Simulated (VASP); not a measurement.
A run of VASP 6.6.1:

File INCAR:

```
SYSTEM = LaB6
PREC = Accurate ; ENCUT = 600
EDIFF = 1E-6 ; ISMEAR = 1
SIGMA = 0.1 ; LREAL = .False.
LASPH = .True. ; NELM = 80
ALGO = Normal ; ISIF = 3
LWAVE = .False. ; LCHARG = .False.
GGA = PS ; IBRION = 2
NSW = 90 ; EDIFFG = -0.01
KPAR = 2
```

KPOINTS

```
Automatic mesh
0
Gamma
  10 10 10
  0 0 0
```

The input POSCAR:

```
LaB6
1.0
    4.1570000000      0.0000000000      0.0000000000
    0.0000000000      4.1570000000      0.0000000000
    0.0000000000      0.0000000000      4.1570000000
La B
1 6
Direct
    0.0000000000      0.0000000000      0.0000000000
    0.1975000000      0.5000000000      0.5000000000
    0.5000000000      0.1975000000      0.5000000000
    0.8025000000      0.5000000000      0.5000000000
    0.5000000000      0.8025000000      0.5000000000
    0.5000000000      0.5000000000      0.1975000000
    0.5000000000      0.5000000000      0.8025000000
```

Potentials or basis: VASP PAW PBE potentials, release 64 (La, B).

The run is started by

```sh
$ cat potpaw_PBE.64/La/POTCAR potpaw_PBE.64/B/POTCAR > POTCAR
$ mpirun -np 2 vasp_std > vasp.out
```

Hardware: 2 MPI ranks on Intel(R) Xeon(R) Platinum 8488C (Sapphire Rapids), with other jobs on the host.

Question: Estimate the wall time of this run.

Answer: Run time: 3 min on 2 MPI ranks on Intel(R) Xeon(R) Platinum 8488C (Sapphire Rapids) (shared host), peak memory 0.27 GiB a rank. Counts: scf iterations 54, k points 56, ion steps 6.
